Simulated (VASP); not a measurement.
Consider the following.

```
Co
1.0
    1.26212    -2.12885     0.00000
    1.26212     2.12885     0.00000
    0.00000     0.00000     4.15811
Co
2
Cartesian
  1.26212   0.70962   1.03953
  1.28853  -0.70962   3.11858
```
Starting moments (μB, in the order of the record's atoms Co Co): 1.8 1.8.

All values below come from PBE GGA, VASP's PBE PAW potentials (set 64) (plane waves; VASP). Numerical set-up: 400 eV cut-off, KSPACING 0.35 per Å, first-order Methfessel-Paxton smearing of 0.10 eV, potentials Co.

Gaps are read on the run's mesh, which can miss a band edge.

**Question.** Estimate the cell moment, energy per atom (σ→0), pressure, largest force, band gap (on the k-mesh) with the smallest direct gap where there is one.

**Answer.** 
```json
{
 "band gap (on the k-mesh)": "none (metal, semimetal or under 0.01 eV)",
 "cell_moment": "3.12 μB",
 "energy per atom (σ→0)": "-7.018 eV/atom",
 "pressure": "-7.49 GPa",
 "largest_force": "0.078 eV/Å"
}
```

**Question.** Give the moment on each site (PAW-sphere projection).

**Answer.** 
| site | moment (μB) |
|---|---|
| Co1 | 1.59 |
| Co2 | 1.59 |

The compound is Co in the hcp structure. The cell was not relaxed at this level, atoms are displaced from their ideal sites. The run is one of a series of settings (KGAMMA = .FALSE., KSPACING = 0.35, KPOINTS file removed against the base run), some of them coarse on purpose.
